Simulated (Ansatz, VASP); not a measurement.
**Ta2Al3: VASP beside Ansatz**

File INCAR:

```
PREC = Accurate ; ENCUT = 520
EDIFF = 1E-6 ; ISMEAR = 0
SIGMA = 0.1 ; LREAL = F
LASPH = T ; NELM = 100
ALGO = Normal ; ISIF = 2
LWAVE = F ; LCHARG = F
GGA = PE ; NBANDS = 24
```

Contents of KPOINTS:

```
Automatic mesh
0
Gamma
  6 6 4
```

The input POSCAR:

```
Ta2Al3
1.0
    4.3625115600      0.0000000000      0.0000000000
   -2.1812557800      3.7780458400      0.0000000000
    0.0000000000      0.0000000000      5.4822684800
Ta Al
2 3
Direct
    0.0000000000      0.0000000000      0.4319758100
    0.0000000000      0.0000000000      0.8135988200
    0.5000000000      0.0000000000      0.6638710000
    0.0000000000      0.5000000000      0.6638710000
    0.5000000000      0.5000000000      0.6638710000
```

Input for Ansatz:

```yaml
crystal:
  lattice:
    - [4.36251156, 0.0, 0.0]
    - [-2.18125578, 3.77804584, 0.0]
    - [0.0, 0.0, 5.48226848]
  atoms:
    - { symbol: Ta, position: [0.0, 0.0, 0.43197581] }
    - { symbol: Ta, position: [0.0, 0.0, 0.81359882] }
    - { symbol: Al, position: [0.5, 0.0, 0.663871] }
    - { symbol: Al, position: [0.0, 0.5, 0.663871] }
    - { symbol: Al, position: [0.5, 0.5, 0.663871] }
basis:
  ecutwfc: 420
kpoints:
  mp_grid: { grid: [6, 6, 4] }
hamiltonian:
  xc: pbe
scf:
  occupations: { method: gaussian, width: 0.1 }
  lower_state_search: "off"
output:
  forces: true
  stress: true
  eigenvalues: true
```

Alike in both runs: task single point; functional PBE; k mesh 6 × 6 × 4; occupations gaussian, width 0.1 eV; no spin polarisation.

|  | VASP | Ansatz |
| --- | --- | --- |
| version | VASP 6.6.1 | Ansatz 0.2.0 |
| potentials or method | VASP PAW PBE potentials, release 64 (Ta_pv, Al) | scalar-relativistic, plane waves, PAW |
| plane-wave cutoff (eV) | 520 | 420 |
| valence electrons in the cell | 31 | 35 |

```csv
,VASP,Ansatz,Ansatz less VASP
gap on the k mesh at the Fermi level (eV),none,none,-
rms of the force components (eV/Å),6.215,6.096,-0.1190
```

Atom by atom the forces differ by 0.120 eV/Å (rms over components). A gap of «none» marks a metal or a gap that the smearing closes. The two sets of potentials don't hold the same shells in valence.

Caveats: forces of over 1 eV/Å show positions far from the minimum, so gaps and moduli don't describe the material at rest. Spin-orbit coupling is left out, which matters for the levels of Ta.
